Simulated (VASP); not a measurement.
Consider the following.

```
CELL_PARAMETERS angstrom
      0.00000     2.22965     2.22965
      2.22965     0.00000     2.22965
      2.22965     2.22965     0.00000
ATOMIC_POSITIONS crystal
  Ta 0.00000 0.00000 0.00000
  C  0.50000 0.50000 0.50000
```

Computed with PBE GGA with D4 dispersion, VASP's PBE PAW potentials (set 64) (plane waves; VASP). Run with 520 eV cut-off, 16×16×16 Γ-centred mesh, tetrahedra with Blöchl corrections, potentials Ta_pv C.

Unless said otherwise, spin-orbit coupling is left out, though it shifts the bands of the heavy elements here.

**Question.** Predict the energy per atom (σ→0), band gap (on the k-mesh) with the smallest direct gap where there is one.

**Answer.** 
```
Quantity                                                     Value
------------------------  ----------------------------------------
band gap (on the k-mesh)  none (metal, semimetal or under 0.01 eV)
energy per atom (σ→0)                              -11395 meV/atom
```

The compound is TaC in the rock salt structure. It was relaxed first. The electron count is odd and the run is not spin-polarised, which forces a metal.
